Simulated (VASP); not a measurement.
The system is Sn3SO2.

```
Sn S O
1.0
     6.35135    0.00000    0.00000
    -3.17568    5.50043    0.00000
     0.00000    0.00000    3.51573
Sn S O
3 1 2
Direct
  0.50000 0.00000 0.50000
  0.00000 0.50000 0.50000
  0.50000 0.50000 0.50000
  0.00000 0.00000 0.00000
  0.66667 0.33333 0.00000
  0.33333 0.66667 0.00000
```

The cell was built by a generator and needn't be a form met in nature.

| Property | Result |
| --- | --- |
| Program | VASP 6.6.1 |
| Task | relaxation of cell and atoms |
| Functional | PBE |
| Potentials or basis | VASP PAW PBE potentials, release 64 (Sn_d, S, O) |
| Cutoff | 600 eV |
| k mesh | 5 × 5 × 8 |
| Occupations | gaussian, width 0.05 eV |
| Spin | no spin polarisation |

At the start: pressure -1.7 GPa; volume 20.47 Å³/atom.

Task: How do energy, volume and symmetry change on relaxing?

Result: Over 9 steps the energy falls by 10.7 meV/atom and the volume is 20.21 Å³/atom (-1.2 %); space group P6/mmm (No. 191, to 0.05 Å).

The path:
```tsv
step	energy change (eV)	largest force (eV/Å)	pressure (GPa)	volume (Å³)
1	0.0000	0.0000	-1.73	122.82
2	-0.0462	0.0000	0.97	118.92
3	-0.0464	0.0000	0.83	119.09
4	-0.0589	0.0000	0.39	120.17
5	-0.0630	0.0000	-0.32	122.03
6	-0.0644	0.0000	-0.07	121.36
7	-0.0644	0.0000	-0.09	121.42
8	-0.0644	0.0000	0.04	121.24
9	-0.0645	0.0000	0.00	121.29
```

Final structure:
```xyz
6
Lattice="6.4418 0.0000 0.0000 -3.2209 5.5788 0.0000 0.0000 0.0000 3.3750" Properties=species:S:1:pos:R:3 pbc="T T T"
Sn    3.2209    0.0000    1.6875
Sn   -1.6105    2.7894    1.6875
Sn    1.6105    2.7894    1.6875
S     0.0000    0.0000    0.0000
O     3.2209    1.8596    0.0000
O     0.0000    3.7192    0.0000
```
